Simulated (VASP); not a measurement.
Consider the following.

```
CELL_PARAMETERS angstrom
      0.00000     3.54869     3.54869
      3.54869     0.00000     3.54869
      3.54869     3.54869     0.00000
ATOMIC_POSITIONS crystal
  Sr 0.00000 0.00000 0.00000
  Cl 0.25000 0.25000 0.25000
  Cl 0.75000 0.75000 0.75000
```

Calculation: rev-vdW-DF2, VASP's PBE PAW potentials (set 64) (plane waves; VASP 6.6.1). Numerical set-up: 520 eV cut-off, 6×6×6 Γ-centred mesh, Gaussian smearing of 0.050 eV, potentials Sr_sv Cl.

Predict the energy per atom (σ→0), pressure, band gap (on the k-mesh) with the smallest direct gap where there is one.

```
Property                                     Result
-----------------------------------  --------------
band gap (on the k-mesh)                    4.89 eV
smallest direct gap (on the k-mesh)         5.21 eV
energy per atom (σ→0)                -2.661 eV/atom
pressure                                  -1.93 GPa
```

The compound is SrCl2 in the fluorite structure. This cell is one point of a volume scan, at 1.06 of the reference volume.
